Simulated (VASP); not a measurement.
Given:

```xyz
3
Lattice="0.0000 2.5431 2.5431 2.5431 0.0000 2.5431 2.5431 2.5431 0.0000" Properties=species:S:1:pos:R:3 pbc="T T T"
Zr     0.0000     0.0000     0.0000
O      1.2716     1.2716     1.2716
O      3.8147     3.8147     3.8147
```

Computed with MS2 meta-GGA, VASP's PBE PAW potentials (set 64) (plane waves; VASP). Run with 520 eV cut-off, 8×8×8 Γ-centred mesh, tetrahedra with Blöchl corrections, potentials Zr_sv O.

### Question
Give the energies of bands 7 to 15 at the high-symmetry points, in eV from the valence-band maximum.

### Answer

| band | Γ | X | U | L | W |
|---|---|---|---|---|---|
| 7 | -5.29 | -6.01 | -5.39 | -4.25 | -4.82 |
| 8 | -5.29 | -3.22 | -3.68 | -4.25 | -4.74 |
| 9 | -5.29 | -3.22 | -3.14 | -2.61 | -2.42 |
| 10 | -0.55 | -1.51 | -2.22 | -2.54 | -2.42 |
| 11 | -0.55 | -1.51 | -1.22 | -1.68 | -1.37 |
| 12 | -0.55 | 0.00 | -0.34 | -1.68 | -0.21 |
| 13 | 3.68 | 4.06 | 4.30 | 4.31 | 4.71 |
| 14 | 3.68 | 5.06 | 5.06 | 4.31 | 4.90 |
| 15 | 6.74 | 6.22 | 6.55 | 6.48 | 6.69 |

The gap is indirect, 3.68 eV, from the valence maximum at X to the conduction minimum at Γ.

The compound is ZrO2 in the fluorite structure, the high-temperature cubic form, which is unstable at 0 K; the monoclinic form is the stable one. It was relaxed first.
